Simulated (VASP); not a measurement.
# MnHg (Pm-3m) in VASP: notebook

The runs below take MnHg through single point, with r2SCAN.

All numbers are computed with VASP 6.6.1; they aren't measurements. Logs are shortened: lines on timing, memory, paths and dates and some standing lists are left out, and cuts for length are marked.

### 1 The structure

Symmetry: Pm-3m, No. 221, cubic system. The conventional cell has a = 3.315 Å, b = 3.315 Å, c = 3.315 Å, α = 90.00°, β = 90.00°, γ = 90.00°. Hg (site symmetry m-3m) has 8 Mn at 2.87 Å as nearest neighbours. Mn (site symmetry m-3m) is surrounded by 8 Hg at 2.87 Å.

### 2 Single point, r2SCAN, collinear spin, ferromagnetic start

Contents of INCAR:

```
PREC = Accurate
ENCUT = 300
EDIFF = 1E-6
ISMEAR = 1
SIGMA = 0.15
LREAL = False
LASPH = True
NELM = 100
ALGO = Normal
ISIF = 2
LWAVE = False
LCHARG = False
ISPIN = 2
MAGMOM = 0 4
LORBIT = 11
LMAXMIX = 4
METAGGA = R2SCAN
LMIXTAU = True
NBANDS = 24
ADDGRID = False
```

Contents of KPOINTS:

```
regular mesh
0
Gamma
  6 6 6
```

Contents of POSCAR:

```
MnHg
1.0
    3.3150000000      0.0000000000      0.0000000000
    0.0000000000      3.3150000000      0.0000000000
    0.0000000000      0.0000000000      3.3150000000
Hg Mn
1 1
Direct
   -0.0058010000      0.0109980000     -0.0122330000
    0.5154140000      0.4990250000      0.4770600000
```

Potentials or basis: VASP PAW PBE potentials, release 64 (Hg, Mn_pv).

On the command line:

```sh
> cat potpaw_PBE.64/Hg/POTCAR potpaw_PBE.64/Mn_pv/POTCAR > POTCAR
> mpirun -np 1 vasp_std > vasp.out
```

OUTCAR:

```text
PREC = Accurate
   ENCUT = 300
   EDIFF = 1E-6
   ISMEAR = 1
   LREAL = False
   LASPH = True
   NELM = 100
   ISIF = 2
   ISPIN = 2
   LORBIT = 11
   METAGGA = R2SCAN

 Found    112 irreducible k-points:

 Following reciprocal coordinates:
            Coordinates               Weight
  0.000000  0.000000  0.000000      1.000000
  0.166667  0.000000  0.000000      2.000000
  0.000000  0.166667  0.000000      2.000000
  0.000000  0.000000  0.166667      2.000000
  0.333333  0.000000  0.000000      2.000000
  0.000000  0.333333  0.000000      2.000000
   k-points           NKPTS =    112   k-points in BZ     NKDIM =    112   number of bands    NBANDS=     24
   number of dos      NEDOS =    301   number of ions     NIONS =      2
   total plane-waves  NPLWV =   8000
   dimension x,y,z NGX =    20 NGY =   20 NGZ =   20
   dimension x,y,z NGXF=    40 NGYF=   40 NGZF=   40
   ions per type =               1   1
   NGX,Y,Z   is equivalent  to a cutoff of  10.03, 10.03, 10.03 a.u.
   NGXF,Y,Z  is equivalent  to a cutoff of  20.06, 20.06, 20.06 a.u.
 SYSTEM =  unknown system
   PREC   = accura    normal or accurate (medium, high low for compatibility)
   ISTART =      0    job   : 0-new  1-cont  2-samecut
   ICHARG =      2    charge: 1-file 2-atom 10-const
   ISPIN  =      2    spin polarized calculation?
   LNONCOLLINEAR =      F non collinear calculations
   LSORBIT =      F    spin-orbit coupling
   LASPH  =      T    aspherical Exc in radial PAW
   ENCUT  =  300.0 eV  22.05 Ry    4.70 a.u.   4.68  4.68  4.68*2*pi/ulx,y,z
   NELM   =    100;   NELMIN=  2; NELMDL= -5     # of ELM steps
   EDIFF  = 0.1E-05   stopping-criterion for ELM
   LREAL  =      F    real-space projection
   EDIFFG = 0.1E-04   stopping-criterion for IOM
   NSW    =      0    number of steps for IOM
   IBRION =     -1    ionic relax: 0-MD 1-quasi-New 2-CG
   NFREE  =      0    steps in history (QN), initial steepest desc. (CG)
   ISIF   =      2    stress and relaxation
   ISYM   =      2    0-nonsym 1-usesym 2-fastsym
   POTIM  = 0.5000    time-step for ionic-motion
   TEBEG  =    0.0;   TEEND  =   0.0 temperature during run
   PSTRESS=    0.0 pullay stress
   NELECT =      25.0000    total number of electrons
   NUPDOWN=      -1.0000    fix difference up-down
   EMIN   =  10.00;   EMAX   =-10.00  energy-range for DOS
   EFERMI =   0.00;   METHOD = LEGACY
   ISMEAR =     1;   SIGMA  =   0.15  broadening in eV -4-tet -1-fermi 0-gaus
   EFERMI_NEDOS =   21; number of points for ismear=-14 and -15
   IALGO  =     38    algorithm
   IMIX   =      4    mixing-type and parameters
     AMIX     =   0.40;   BMIX     =  1.00
     AMIX_MAG =   1.60;   BMIX_MAG =  1.00
  volume/ion in A,a.u.               =      18.21       122.92
  Fermi-wavevector in a.u.,A,eV,Ry     =   1.444014  2.728790 28.370534  2.085175
  Thomas-Fermi vector in A             =   2.562356
   LORBIT       =     11    0 simple, 1 ext, 2 COOP (PROOUT), +10 PAW based schemes
   METAGGA = R2SCAN    functional components
   LHFCALC =     F    Hartree Fock is set to
   AEXX    =    0.0000 exact exchange contribution
   IVDW    =     0    specifies the selected vdW correction
   LEPSILON=     F    determine dielectric tensor
   LRPA    =     F    only Hartree local field effects (RPA)
 spin polarized calculation
 Methfessel and Paxton  Order N= 1 SIGMA  =   0.15
  energy-cutoff  :      300.00
  volume of cell :       36.43
 maximum number of plane-waves:       441
   NGX =  9   NGY =  9   NGZ =  9

 number of electron      24.9999993 magnetization       4.2503220

 Free energy of the ion-electron system (eV)
  ---------------------------------------------------
  ext. energy  EPLUGINS =         0.00000000
  ---------------------------------------------------
  free energy    TOTEN  =       -64.05459042 eV

  energy without entropy =      -64.05567571  energy(sigma->0) =      -64.05495218

 E-fermi :   5.6916     XC(G=0): -12.6470

 val. band max:        5.5016973782   @ k =  -0.3333   0.3333   0.0000
 cond. band min:       5.7158420731   @ k =   0.0000   0.5000   0.5000
 fundamental gap:      0.2141446949
 Fermi energy:         5.6915618202

 spin component 1

 k-point     1 :       0.0000    0.0000    0.0000
  band No.  band energies     occupation
      1     -47.4599      1.00000
      2     -47.4594      1.00000
      3     -47.4592      1.00000
      4      -4.5979      1.00000
      5      -3.1587      1.00000
      6      -3.1545      1.00000
[... 16 lines left out ...]
     23      23.2798      0.00000
     24      27.1123      0.00000

 k-point     2 :       0.1667    0.0000    0.0000
  band No.  band energies     occupation
      1     -47.4638      1.00000
      2     -47.4598      1.00000
      3     -47.4596      1.00000
      4      -4.1640      1.00000
      5      -3.0810      1.00000
      6      -2.9335      1.00000
[... 16 lines left out ...]
     23      22.7587      0.00000
     24      23.5208      0.00000

 k-point     3 :       0.0000    0.1667    0.0000
  band No.  band energies     occupation
      1     -47.4638      1.00000
      2     -47.4600      1.00000
      3     -47.4594      1.00000
      4      -4.1631      1.00000
      5      -3.0786      1.00000
      6      -2.9366      1.00000
[... 16 lines left out ...]
     23      22.7589      0.00000
     24      23.5092      0.00000

 k-point     4 :       0.0000    0.0000    0.1667
  band No.  band energies     occupation
      1     -47.4638      1.00000
      2     -47.4599      1.00000
      3     -47.4595      1.00000
      4      -4.1630      1.00000
      5      -3.0784      1.00000
      6      -2.9369      1.00000
[... 16 lines left out ...]
     23      22.7584      0.00000
     24      23.5081      0.00000

 k-point     5 :       0.3333    0.0000    0.0000
  band No.  band energies     occupation
      1     -47.4719      1.00000
      2     -47.4592      1.00000
      3     -47.4590      1.00000
      4      -3.3159      1.00000
      5      -2.9148      1.00000
      6      -2.2032      1.00000
[... 16 lines left out ...]
     23      20.2097      0.00000
     24      24.7274      0.00000

 k-point     6 :       0.0000    0.3333    0.0000
  band No.  band energies     occupation
      1     -47.4719      1.00000
      2     -47.4594      1.00000
      3     -47.4588      1.00000
      4      -3.3127      1.00000
      5      -2.9133      1.00000
      6      -2.2083      1.00000
[... 16 lines left out ...]
     23      20.2182      0.00000
     24      24.7378      0.00000

 [... further k-points ...]

 spin component 2

 k-point     1 :       0.0000    0.0000    0.0000
  band No.  band energies     occupation
      1     -41.7027      1.00000
      2     -41.7015      1.00000
      3     -41.7005      1.00000
      4      -4.5315      1.00000
      5      -3.1172      1.00000
      6      -3.1143      1.00000
[... 16 lines left out ...]
     23      23.4168      0.00000
     24      28.7842      0.00000

 k-point     2 :       0.1667    0.0000    0.0000
  band No.  band energies     occupation
      1     -41.7069      1.00000
      2     -41.7019      1.00000
      3     -41.7014      1.00000
      4      -4.1070      1.00000
      5      -3.0624      1.00000
      6      -2.8852      1.00000
[... 16 lines left out ...]
     23      23.2343      0.00000
     24      24.7427      0.00000

 k-point     3 :       0.0000    0.1667    0.0000
  band No.  band energies     occupation
      1     -41.7077      1.00000
      2     -41.7020      1.00000
      3     -41.7005      1.00000
      4      -4.1060      1.00000
      5      -3.0606      1.00000
      6      -2.8877      1.00000
[... 16 lines left out ...]
     23      23.2362      0.00000
     24      24.7294      0.00000

 k-point     4 :       0.0000    0.0000    0.1667
  band No.  band energies     occupation
      1     -41.7076      1.00000
      2     -41.7021      1.00000
      3     -41.7006      1.00000
      4      -4.1059      1.00000
      5      -3.0604      1.00000
      6      -2.8879      1.00000
[... 16 lines left out ...]
     23      23.2359      0.00000
     24      24.7280      0.00000

 k-point     5 :       0.3333    0.0000    0.0000
  band No.  band energies     occupation
      1     -41.7179      1.00000
      2     -41.7013      1.00000
      3     -41.7007      1.00000
      4      -3.3672      1.00000
      5      -2.9489      1.00000
      6      -2.1640      1.00000
[... 16 lines left out ...]
     23      21.0585      0.00000
     24      25.8898      0.00000

 k-point     6 :       0.0000    0.3333    0.0000
  band No.  band energies     occupation
      1     -41.7188      1.00000
      2     -41.7013      1.00000
      3     -41.6998      1.00000
      4      -3.3644      1.00000
      5      -2.9476      1.00000
      6      -2.1673      1.00000
[... 16 lines left out ...]
     23      21.1027      0.00000
     24      25.8995      0.00000

 [... further k-points ...]
[... 5 lines left out ...]
  --------------------------------------------------------------------------------------
  -------------------------------------------------------------------------------------
  Total        0.2245302      0.2591573      0.2632784     -0.0425993      0.0221878     -0.0370139
  in kB        9.8749447     11.3978616     11.5791125     -1.8735381      0.9758295     -1.6278887
  external PRESSURE =      10.9506396 kB  Pullay stress =       0.0000000 kB

 VOLUME and BASIS-vectors are now :
 -----------------------------------------------------------------------------
  energy-cutoff  :      300.00
  volume of cell :       36.43
      direct lattice vectors                 reciprocal lattice vectors
     3.315000000  0.000000000  0.000000000     0.301659125  0.000000000  0.000000000
     0.000000000  3.315000000  0.000000000     0.000000000  0.301659125  0.000000000
     0.000000000  0.000000000  3.315000000     0.000000000  0.000000000  0.301659125

 POSITION                                       TOTAL-FORCE (eV/Angst)
 -----------------------------------------------------------------------------------
      3.29577      0.03646      3.27445         0.248525     -0.146783     -0.118866
      1.70860      1.65427      1.58145        -0.248525      0.146783      0.118866
 -----------------------------------------------------------------------------------
    total drift:                                0.001407      0.007831     -0.019227

  FREE ENERGIE OF THE ION-ELECTRON SYSTEM (eV)
  ---------------------------------------------------
  free  energy   TOTEN  =       -64.0545904208 eV

  energy  without entropy=      -64.0556757098  energy(sigma->0) =      -64.05495218

 total charge

# of ion       s       p       d       tot
------------------------------------------
    1        0.836   0.558   9.218  10.612
    2        0.276   6.186   4.903  11.365
--------------------------------------------------
tot          1.112   6.744  14.121  21.977

 magnetization (x)

# of ion       s       p       d       tot
------------------------------------------
    1       -0.041  -0.073   0.058  -0.056
    2        0.039   0.028   4.098   4.165
--------------------------------------------------
tot         -0.002  -0.046   4.156   4.109
```

Run time: 3.7 min. Hardware: 1 thread of Intel Xeon Platinum 8488C (Sapphire Rapids), shared host; peak memory 0.18 GiB.

These settings aren't checked as converged: the numbers below hold their error.

Results:

```
Free energy                                           : -64.0546 eV
Largest force                                         : 0.312 eV/Å
Band gap on the k mesh                                : none (metal or under the smearing width)
Net moment                                            : 4.25 μB per cell
Site moments                                          : Hg -0.06; Mn +4.17 μB
Valence electrons inside the program's atomic spheres : Hg 10.61; Mn 11.37
```

Caveat: the cutoff is under 1.25 times the usual one of these potentials, so pressure, stress and relaxed cells hold a basis-set (Pulay) error; the PAW data sets were made with another functional, which shifts forces and pressure a little.

### 3 Single point, r2SCAN, collinear spin, ferromagnetic start

Edit INCAR of step 2 so:

```diff
@@ -1,3 +1,3 @@
 PREC = Accurate
-ENCUT = 300
+ENCUT = 350
 EDIFF = 1E-6
```

KPOINTS is that of step 2.

Contents of POSCAR:

```
MnHg
1.0
    3.3150000000      0.0000000000      0.0000000000
    0.0000000000      3.3150000000      0.0000000000
    0.0000000000      0.0000000000      3.3150000000
Hg Mn
1 1
Direct
    0.0000000000      0.0000000000      0.0000000000
    0.5000000000      0.5000000000      0.5000000000
```

Potentials or basis: VASP PAW PBE potentials, release 64 (Hg, Mn_pv).

On the command line:

```sh
> cat potpaw_PBE.64/Hg/POTCAR potpaw_PBE.64/Mn_pv/POTCAR > POTCAR
> mpirun -np 1 vasp_std > vasp.out
```

Wall time 51 s (1 thread of Intel Xeon Platinum 8488C (Sapphire Rapids), shared host); peak memory 0.14 GiB.

These settings aren't checked as converged: the numbers below hold their error.

Results:

- Free energy: -64.0614 eV
- Pressure: 1.0 GPa
- Band gap on the k mesh: none (metal or under the smearing width)
- Net moment: 4.25 μB per cell
- Site moments: Hg -0.06; Mn +4.17 μB
- Valence electrons inside the program's atomic spheres: Hg 10.62; Mn 11.36

Caveat: the PAW data sets were made with another functional, which shifts forces and pressure a little.
